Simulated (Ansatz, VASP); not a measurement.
# SbAs: VASP beside Ansatz

Aim: how closely do two programs agree when they are given the same cell, functional and k mesh? The cell is taken from a series of runs on this material, whose earlier steps may have relaxed, scaled, displaced or heated it; both programs get it as it stands.

Calculated with Ansatz 0.2.0; plane waves, with VASP 6.6.1 beside it; zone-centre phonons at LDA.

## 1. The starting structure

It takes space group R3m (No. 160, trigonal). Conventional cell: a = 4.031 Å, b = 4.031 Å, c = 10.434 Å, α = 90.00°, β = 90.00°, γ = 120.00°. Nearest to Sb lie 6 As at 2.72 to 3.12 Å. Nearest to As lie 6 Sb at 2.72 to 3.12 Å. Farther neighbours are not listed.

## 2. VASP: zone-centre phonons, LDA

Second derivatives magnify differences that forces hide, and they need a tight electronic threshold.

Lines of VASP's logs that name or quote its potential files are left out, and so is its time.

File INCAR:

```
SYSTEM = SbAs
PREC = Accurate
ENCUT = 500
EDIFF = 1E-08
NELM = 120
ISMEAR = 1
SIGMA = 0.2
LREAL = .FALSE.
ALGO = Normal
GGA = PW92
NBANDS = 11
LORBIT = 11
LWAVE = .FALSE.
LCHARG = .FALSE.
ISIF = 2
IBRION = 8
LASPH = .TRUE.
GGA_COMPAT = .FALSE.
KPAR = 2
```

File POSCAR:

```
SbAs
1.0
    2.0153732305      1.1635762771      3.4781625576
   -2.0153732305      1.1635762771      3.4781625576
    0.0000000000     -2.3271525543      3.4781625576
Sb As
1 1
Direct
    0.2339876884      0.2339876884      0.2339876884
    0.7660103116      0.7660103116      0.7660103116
```

File KPOINTS:

```
Automatic mesh
0
Gamma
15 15 15
0 0 0
```

Potentials, in the order of the species: Sb and As (LDA family, release 64).

Command:

```bash
> mpirun -np 2 vasp_std
```

Numbers of over 12 decimals in the logs are rounded to 6 here.

Log:

```text
[banner, memory and clock lines left out]
running    2 mpi-ranks, on    1 nodes
 distrk:  each k-point on    1 cores,    2 groups
 distr:  one band on    1 cores,    1 groups

 POSCAR found type information on POSCAR SbAs
 POSCAR found :  2 types and       2 ions
|                                                                             |
|               ----> ADVICE to this user running VASP <----                  |
|                                                                             |
|     You enforced a specific xc type in the INCAR file but a different       |
|     [... a line on the potential file left out ...]
|     I HOPE YOU KNOW WHAT YOU ARE DOING!                                     |
|                                                                             |

 LDA part: xc-table for (Slater(with rela. corr.)+PW92), standard interpolation
 POSCAR, INCAR and KPOINTS ok, starting setup
 FFT: planning ... GRIDC
 FFT: planning ... GRID_SOFT
 FFT: planning ... GRID
 WAVECAR not read
 entering main loop
       N       E                     dE             d eps       ncg     rms          rms(c)
DAV:   1     0.338909676916E+02    0.33891E+02   -0.37960E+03  7568   0.714E+02
DAV:   2    -0.832370860955E+01   -0.42215E+02   -0.40957E+02 10698   0.116E+02
DAV:   3    -0.102911855374E+02   -0.19675E+01   -0.19478E+01  9087   0.284E+01
DAV:   4    -0.103065319936E+02   -0.15346E-01   -0.15344E-01  8581   0.297E+00
DAV:   5    -0.103066685055E+02   -0.13651E-03   -0.13651E-03  8853   0.303E-01    0.342E+00
DAV:   6    -0.102282500670E+02    0.78418E-01   -0.25546E-01  8003   0.176E+00    0.209E+00
DAV:   7    -0.102195670551E+02    0.86830E-02   -0.31177E-02  8888   0.890E-01    0.726E-01
DAV:   8    -0.102174229928E+02    0.21441E-02   -0.38924E-03  8021   0.299E-01    0.910E-02
DAV:   9    -0.102173608096E+02    0.62183E-04   -0.60881E-04  8519   0.131E-01    0.473E-02
DAV:  10    -0.102173609714E+02   -0.16180E-06   -0.26950E-05  8765   0.338E-02    0.237E-02
DAV:  11    -0.102173606279E+02    0.34345E-06   -0.14166E-05  8225   0.147E-02    0.463E-03
DAV:  12    -0.102173605759E+02    0.51987E-07   -0.10678E-06  8333   0.621E-03    0.316E-03
DAV:  13    -0.102173605814E+02   -0.54706E-08   -0.56021E-08  8876   0.135E-03
   1 F= -.10217361E+02 E0= -.10217853E+02  d E =0.147716E-02
 Linear response reoptimize wavefunctions to high precision
DAV:   1    -0.102173605733E+02    0.80848E-08   -0.21929E-08  8081   0.621E-04
DAV:   2    -0.102173605734E+02   -0.12233E-09   -0.11408E-09  4862   0.230E-04
DAV:   3    -0.102173605735E+02   -0.15689E-10   -0.71570E-11  4108   0.713E-05
 Linear response DOF=           4
 Linear response progress:
  Degree of freedom:   1/  4
       N       E                     dE             d eps       ncg     rms          rms(c)
RMM:   1    -0.249701476754E-01   -0.24970E-01    0.87120E-04 77356   0.125E+00
RMM:   2    -0.237426518763E-01    0.12275E-02   -0.17193E-03 58537   0.264E-01    0.546E-02
RMM:   3    -0.236723475739E-01    0.70304E-04   -0.46147E-05 62202   0.382E-02    0.320E-02
RMM:   4    -0.236221876350E-01    0.50160E-04   -0.28516E-05 62202   0.195E-02    0.249E-03
RMM:   5    -0.236272364804E-01   -0.50488E-05   -0.26869E-06 63516   0.340E-03    0.751E-04
RMM:   6    -0.236286972293E-01   -0.14607E-05    0.99996E-08 58184   0.733E-04    0.272E-04
RMM:   7    -0.236281598749E-01    0.53735E-06    0.29805E-07 64295   0.230E-04    0.496E-05
RMM:   8    -0.236280930959E-01    0.66779E-07    0.26003E-08 66175   0.360E-05    0.188E-05
RMM:   9    -0.236280345688E-01    0.58527E-07   -0.18625E-08 65820   0.115E-05    0.249E-06
RMM:  10    -0.236280300768E-01    0.44919E-08   -0.74469E-09 59727   0.321E-06    0.549E-07
 first order change of Fermi-energy   0.80641E-04
 force on displaced ion       1 direction 1 :  -2.581  -0.008  -0.001
 Linear response progress:
  Degree of freedom:   2/  4
       N       E                     dE             d eps       ncg     rms          rms(c)
RMM:   1    -0.262374815452E-01   -0.26237E-01   -0.49958E-03 15281   0.127E+00
RMM:   2    -0.242664472604E-01    0.19710E-02   -0.16006E-03 11875   0.261E-01    0.557E-02
RMM:   3    -0.240777341197E-01    0.18871E-03   -0.53795E-05 12593   0.446E-02    0.337E-02
RMM:   4    -0.239270388775E-01    0.15070E-03   -0.34536E-05 12219   0.278E-02    0.945E-03
RMM:   5    -0.239194196655E-01    0.76192E-05   -0.70162E-07 12743   0.482E-03    0.413E-03
RMM:   6    -0.239195550809E-01   -0.13542E-06   -0.11490E-07 12833   0.154E-03    0.563E-04
RMM:   7    -0.239192206749E-01    0.33441E-06    0.53756E-09 13005   0.392E-04    0.315E-04
RMM:   8    -0.239191563794E-01    0.64296E-07    0.47242E-09 13097   0.105E-04    0.380E-05
RMM:   9    -0.239191349767E-01    0.21403E-07    0.30881E-10 13331   0.200E-05    0.759E-06
RMM:  10    -0.239191228453E-01    0.12131E-07    0.10407E-10 13466   0.564E-06    0.581E-06
RMM:  11    -0.239191229821E-01   -0.13674E-09   -0.27748E-10 11127   0.247E-06    0.131E-06
 first order change of Fermi-energy  -0.30306E+00
 force on displaced ion       1 direction 3 :   0.000   0.000  -5.345
 Linear response progress:
  Degree of freedom:   3/  4
       N       E                     dE             d eps       ncg     rms          rms(c)
RMM:   1    -0.433738391393E-01   -0.43374E-01    0.63046E-02 88994   0.115E+00
RMM:   2    -0.434465830932E-01   -0.72744E-04   -0.13769E-03 58730   0.232E-01    0.649E-02
RMM:   3    -0.435003678021E-01   -0.53785E-04   -0.24506E-05 62782   0.352E-02    0.368E-02
RMM:   4    -0.436529074955E-01   -0.15254E-03   -0.13069E-05 62737   0.254E-02    0.304E-03
RMM:   5    -0.436574095834E-01   -0.45021E-05    0.45727E-07 64530   0.380E-03    0.119E-03
RMM:   6    -0.436527268328E-01    0.46828E-05   -0.16165E-08 65233   0.635E-04    0.335E-04
RMM:   7    -0.436521453556E-01    0.58148E-06   -0.30988E-08 65660   0.152E-04    0.435E-05
RMM:   8    -0.436522543947E-01   -0.10904E-06    0.76974E-09 67259   0.415E-05    0.945E-06
RMM:   9    -0.436521941030E-01    0.60292E-07    0.85087E-09 66737   0.102E-05    0.123E-06
RMM:  10    -0.436522022979E-01   -0.81949E-08    0.35674E-09 60586   0.322E-06    0.418E-07
 first order change of Fermi-energy  -0.12014E-03
 force on displaced ion       2 direction 1 :  -2.579  -0.008  -0.002
 Linear response progress:
  Degree of freedom:   4/  4
       N       E                     dE             d eps       ncg     rms          rms(c)
RMM:   1    -0.443049292599E-01   -0.44305E-01    0.58361E-02 17281   0.115E+00
RMM:   2    -0.436272430999E-01    0.67769E-03   -0.14616E-03 11767   0.234E-01    0.621E-02
RMM:   3    -0.435698769802E-01    0.57366E-04   -0.40852E-05 12763   0.385E-02    0.357E-02
RMM:   4    -0.435877064897E-01   -0.17830E-04   -0.26190E-05 12721   0.277E-02    0.760E-03
RMM:   5    -0.436042591796E-01   -0.16553E-04   -0.34481E-07 13083   0.448E-03    0.291E-03
RMM:   6    -0.436087971755E-01   -0.45380E-05   -0.65497E-08 12969   0.144E-03    0.380E-04
RMM:   7    -0.436076640208E-01    0.11332E-05   -0.16422E-09 13309   0.258E-04    0.119E-04
RMM:   8    -0.436072616253E-01    0.40240E-06   -0.13273E-10 13464   0.739E-05    0.357E-05
RMM:   9    -0.436072966802E-01   -0.35055E-07   -0.35205E-10 13558   0.188E-05    0.114E-05
RMM:  10    -0.436072678150E-01    0.28865E-07    0.59598E-10 13643   0.586E-06    0.210E-06
RMM:  11    -0.436072698768E-01   -0.20618E-08   -0.30437E-10 10915   0.240E-06    0.486E-07
 first order change of Fermi-energy   0.30350E+00
 force on displaced ion       2 direction 3 :   0.000   0.000  -5.339
 Linear response finished
```

Parts of OUTCAR (step 2):

```text
ion  position               nearest neighbor table
   1  0.234  0.234  0.234-   2 2.72   2 2.72   2 2.72   2 3.12   2 3.12   2 3.12
   2  0.766  0.766  0.766-   1 2.72   1 2.72   1 2.72   1 3.12   1 3.12   1 3.12

  LATTYP: Found a trigonal (rhomboedric) cell.
 ALAT       =     4.1848839635
 COS(alpha) =     0.5361536688

 Subroutine GETGRP returns: Found  6 space group operations
 (whereof  6 operations were pure point group operations)

The static configuration has the point symmetry C_3v.

 Found    344 irreducible k-points:

   k-points           NKPTS =    344   k-points in BZ     NKDIM =    344   number of bands    NBANDS=     11

   dimension x,y,z NGX =    32 NGY =   32 NGZ =   32
   dimension x,y,z NGXF=    64 NGYF=   64 NGZF=   64

   ENCUT  =  500.0 eV  36.75 Ry    6.06 a.u.   7.63  7.63  7.63*2*pi/ulx,y,z

   NELECT =      10.0000    total number of electrons

 k-points in reciprocal lattice and weights: Automatic mesh
   0.00000000  0.00000000  0.00000000       0.000
   0.06666667  0.00000000  0.00000000       0.002
   0.13333333  0.00000000  0.00000000       0.002
   0.20000000  0.00000000  0.00000000       0.002
   0.26666667  0.00000000  0.00000000       0.002
   0.33333333 -0.00000000  0.00000000       0.002
   0.40000000  0.00000000  0.00000000       0.002
   0.46666667 -0.00000000  0.00000000       0.002
   0.06666667  0.06666667  0.00000000       0.002
[...]
0.46666667  0.46666667  0.46666667       0.001
  -0.46666667  0.46666667  0.46666667       0.002

 average (electrostatic) potential at core
       1 -87.0441       2 -51.3966

  Total        0.1038347      0.1038347      0.0710474      0.0000000     -0.0000000      0.0000000
  in kB        3.3993940      3.3993940      2.3259878      0.0000000     -0.0000000      0.0000000
  external PRESSURE =       3.0415919 kB  Pullay stress =       0.0000000 kB

  energy-cutoff  :      500.00
  volume of cell :       48.94
      direct lattice vectors                 reciprocal lattice vectors
     2.015373230  1.163576277  3.478162558     0.248093005  0.143236563  0.095836042
    -2.015373230  1.163576277  3.478162558    -0.248093005  0.143236563  0.095836042
     0.000000000 -2.327152554  3.478162558     0.000000000 -0.286473126  0.095836042

 POSITION                                       TOTAL-FORCE (eV/Angst)
 -----------------------------------------------------------------------------------
      0.00000     -0.00000      2.44154         0.000000     -0.000000      0.058166
      0.00000     -0.00000      7.99293         0.000000      0.000000     -0.058166
 -----------------------------------------------------------------------------------
    total drift:                               -0.000000      0.000000      0.000018

 Eigenvectors and eigenvalues of the dynamical matrix
 ----------------------------------------------------

   1 f  =    5.305413 THz    33.334893 2PiTHz  176.969527 cm-1    21.941415 meV
             X         Y         Z           dx          dy          dz
      0.000000 -0.000000  2.441542    -0.000000    0.000000   -0.617427
      0.000000 -0.000000  7.992925     0.000000   -0.000000    0.786628

   2 f  =    3.683835 THz    23.146218 2PiTHz  122.879508 cm-1    15.235110 meV
             X         Y         Z           dx          dy          dz
      0.000000 -0.000000  2.441542     0.617390    0.000000   -0.000000
      0.000000 -0.000000  7.992925    -0.786657    0.000000   -0.000000

   3 f  =    3.683835 THz    23.146218 2PiTHz  122.879508 cm-1    15.235110 meV
             X         Y         Z           dx          dy          dz
      0.000000 -0.000000  2.441542    -0.000000    0.617390    0.000000
      0.000000 -0.000000  7.992925     0.000000   -0.786657   -0.000000

   4 f/i=    0.000838 THz     0.005267 2PiTHz    0.027964 cm-1     0.003467 meV
             X         Y         Z           dx          dy          dz
      0.000000 -0.000000  2.441542    -0.245913    0.747233   -0.000000
      0.000000 -0.000000  7.992925    -0.192999    0.586448   -0.000000

   5 f/i=    0.000838 THz     0.005267 2PiTHz    0.027964 cm-1     0.003467 meV
             X         Y         Z           dx          dy          dz
      0.000000 -0.000000  2.441542    -0.747233   -0.245913    0.000000
      0.000000 -0.000000  7.992925    -0.586448   -0.192999    0.000000

   6 f/i=    0.001461 THz     0.009178 2PiTHz    0.048725 cm-1     0.006041 meV
             X         Y         Z           dx          dy          dz
      0.000000 -0.000000  2.441542    -0.000000    0.000000    0.786628
      0.000000 -0.000000  7.992925    -0.000000    0.000000    0.617427

 ELASTIC MODULI CONTR FROM IONIC RELAXATION (kBar)
 Direction    XX          YY          ZZ          XY          YZ          ZX
 --------------------------------------------------------------------------------
 XX        -144.4533    -86.5639   -184.2151     -0.0000     88.3785      0.0000
 YY         -86.5639   -144.4533   -184.2151      0.0000    -88.3785     -0.0000
 ZZ        -184.2151   -184.2151   -293.7894      0.0000      0.0000     -0.0000
 XY          -0.0000      0.0000      0.0000    -28.9447      0.0000     84.6844
 YZ          88.3785    -88.3785      0.0000      0.0000   -269.8514     -0.0000
 ZX           0.0000     -0.0000     -0.0000     84.6844     -0.0000   -247.7643
 --------------------------------------------------------------------------------
```

[end of part 1 of 2]

[Lines on the potential files, build, host, timing and source positions are cut from VASP's logs without a mark.]

[Logs are printed without paths, hosts, clocks, repeated set-up lines and the standing remarks that a program may print on its own settings, such as how far it seeks lower states.]

[Hosts, paths, dates, database ids (printed as entryN), source tags and the programs' standing remarks are cut or masked in the printed files.]
